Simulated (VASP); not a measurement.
Crystal: SrTiC2.

```
CELL_PARAMETERS angstrom
3.37826 0.00000 0.00000
0.00000 3.37826 0.00000
0.00000 0.00000 5.03014
ATOMIC_POSITIONS crystal
Sr 0.50000 0.50000 0.50000
Ti 0.00000 0.00000 0.00000
C 0.00000 0.00000 0.50000
C 0.50000 0.50000 0.00000
```

The cell was built by a generator and needn't be a form met in nature.

* Program: VASP 6.6.1
* Task: relaxation of cell and atoms
* Functional: LDA
* Potentials or basis: VASP PAW LDA potentials, release 64 (Sr_sv, Ti_sv, C)
* Cutoff: 600 eV
* k mesh: 8 × 8 × 5
* Occupations: gaussian, width 0.05 eV
* Spin: no spin polarisation

At the start: pressure -7.3 GPa; volume 14.35 Å³/atom.

Question: How do energy, volume and symmetry change on relaxing?

Answer: Over 8 steps the energy falls by 22.8 meV/atom and the volume is 13.42 Å³/atom (-6.5 %); space group P4/mmm (No. 123, to 0.05 Å).

Step by step:
```csv
step,energy change (eV),largest force (eV/Å),pressure (GPa),volume (Å³)
1,0.0000,0.0000,-7.33,57.41
2,-0.0696,0.0000,4.13,52.12
3,-0.0895,0.0000,0.08,53.72
4,-0.0894,0.0000,-0.12,53.80
5,-0.0904,0.0000,-0.14,53.79
6,-0.0910,0.0000,-0.12,53.79
7,-0.0910,0.0000,-0.13,53.79
8,-0.0910,0.0000,0.09,53.68
```

Final structure:
```xyz
4
Lattice="3.2875 0.0000 0.0000 0.0000 3.2875 0.0000 0.0000 0.0000 4.9670" Properties=species:S:1:pos:R:3 pbc="T T T"
Sr    1.6438    1.6438    2.4835
Ti    3.2875    0.0000    4.9670
C     3.2875    0.0000    2.4835
C     1.6438    1.6438    4.9670
```
